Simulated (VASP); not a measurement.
BP:

```
B P
1.0
     3.20471    0.00000    0.00000
     0.00000    4.53214    0.00000
     0.00000    0.00000    3.23309
B P
2 2
Direct
  0.00000 0.00000 0.00000
  0.50000 0.50000 0.50000
  0.00000 0.25000 0.50000
  0.50000 0.75000 0.00000
```

The cell was built by a generator and isn't the measured one.

Program: VASP 6.6.1. Alike in all runs: potentials or basis VASP PAW PBE potentials, release 64 (B, P); no spin polarisation; cell as given; cutoff (eV) 520; smearing gaussian 0.02 eV.

Order these runs on this cell by their band gap on the k mesh, lowest first.
A. level HSE06; k mesh 6 × 5 × 6; grid for exact exchange (PRECFOCK) Normal; screening parameter 0.2 1/A
B. level PBE0; k mesh 6 × 4 × 6; grid for exact exchange (PRECFOCK) Normal; exchange at q = 0 truncated
C. level PBE; k mesh 8 × 5 × 8

C (1.18 eV), A (1.91 eV), B (2.61 eV).

Caveats: an odd mesh through Γ misses points on the zone boundary, where band edges often lie (some runs).
